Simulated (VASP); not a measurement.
A convergence study with VASP on CuI (zinc blende): one setting is varied, all else stays as given below, so the limit is that of these other settings. ε∞ is the independent-particle value.

```
CuI
1.0
    0.00000     3.02500     3.02500
    3.02500     0.00000     3.02500
    3.02500     3.02500     0.00000
Cu I
1 1
Direct
  0.00000   0.00000   0.00000
  0.25000   0.25000   0.25000
```

Level of theory: PBE GGA, VASP's PBE PAW potentials (set 64) (plane waves; VASP 6.6.1). The tightest run used: 550 eV cut-off, 7×7×7 Γ-centred mesh, Gaussian smearing of 0.050 eV, potentials Cu I.

Question: The settings run are NBANDS = 10; NBANDS = 11; NBANDS = 13; NBANDS = 17; NBANDS = 25; NBANDS = 41; NBANDS = 73; NBANDS = 137. From which on does the mean ε∞ stay within 0.3  of the tightest run?

Answer: From NBANDS = 17 on: it is off by 0.15 there and by no more than 0.3 in any finer run, while NBANDS = 13 is off by 0.41.
```
setting       mean ε∞  bands  difference judged ()
------------  -------  -----  --------------------
NBANDS = 10      4.65     10                  2.41
NBANDS = 11      5.80     11                  1.26
NBANDS = 13      6.65     13                  0.41
NBANDS = 17      6.90     17                  0.15
NBANDS = 25      6.99     25                  0.07
NBANDS = 41      7.02     41                  0.04
NBANDS = 73      7.04     73                  0.01
NBANDS = 137     7.06    137                  0.00
```

Left out are rungs that failed or repeat a setting and relaxations that didn't move; long series are thinned to 24 rows.

The compound is CuI in the zinc blende structure. The cell was not relaxed at this level.
